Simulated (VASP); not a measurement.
Here is the system:

```
CELL_PARAMETERS angstrom
      1.75000    -3.03109     0.00000
      1.75000     3.03109     0.00000
      0.00000     0.00000     5.55000
ATOMIC_POSITIONS crystal
  Lu 0.33333 0.66667 0.25000
  Lu 0.66667 0.33333 0.75000
```

Level of theory: AM05 GGA, VASP's PBE PAW potentials (set 64) (plane waves; VASP). Numerical set-up: 520 eV cut-off, 11×11×6 Γ-centred mesh, first-order Methfessel-Paxton smearing of 0.10 eV, potentials Lu_3.

Energy and stress use the plane-wave basis of the starting cell.

**Question.** The ions, cell shape and volume are relaxed. Predict the relaxed structure.

**Answer.** 
```
CELL_PARAMETERS angstrom
      1.73268    -3.00110     0.00000
      1.73268     3.00110     0.00000
      0.00000     0.00000     5.39960
ATOMIC_POSITIONS crystal
  Lu 0.33333 0.66667 0.25000
  Lu 0.66667 0.33333 0.75000
```
Space group P6_3/mmc (194), at a tolerance of 0.03 Å.

**Question.** How do energy and volume change from the first to the last step?

**Answer.** The energy (σ→0) changes by -11.3 meV/atom and the volume by -4.6 %, in 9 ionic steps.

```json
[
 {"step": "1", "E(σ→0) (eV)": "-9.3132", "max force (eV/Å)": "0.000", "pressure (GPa)": "-2.19", "volume (Å³)": "58.88"},
 {"step": "2", "E(σ→0) (eV)": "-9.3346", "max force (eV/Å)": "0.000", "pressure (GPa)": "0.53", "volume (Å³)": "55.51"},
 {"step": "3", "E(σ→0) (eV)": "-9.3354", "max force (eV/Å)": "0.000", "pressure (GPa)": "0.12", "volume (Å³)": "56.00"},
 {"step": "4", "E(σ→0) (eV)": "-9.3354", "max force (eV/Å)": "0.000", "pressure (GPa)": "0.06", "volume (Å³)": "56.06"},
 {"step": "5", "E(σ→0) (eV)": "-9.3358", "max force (eV/Å)": "0.000", "pressure (GPa)": "-0.02", "volume (Å³)": "56.13"},
 {"step": "6", "E(σ→0) (eV)": "-9.3357", "max force (eV/Å)": "0.000", "pressure (GPa)": "-0.04", "volume (Å³)": "56.15"},
 {"step": "7", "E(σ→0) (eV)": "-9.3357", "max force (eV/Å)": "0.000", "pressure (GPa)": "-0.04", "volume (Å³)": "56.15"},
 {"step": "8", "E(σ→0) (eV)": "-9.3357", "max force (eV/Å)": "0.000", "pressure (GPa)": "-0.04", "volume (Å³)": "56.15"},
 {"step": "9", "E(σ→0) (eV)": "-9.3357", "max force (eV/Å)": "0.000", "pressure (GPa)": "-0.05", "volume (Å³)": "56.16"}
]
```

The compound is Lu in the hcp structure. This run relaxes it. Symmetry was kept, so distortions that lower it aren't found.
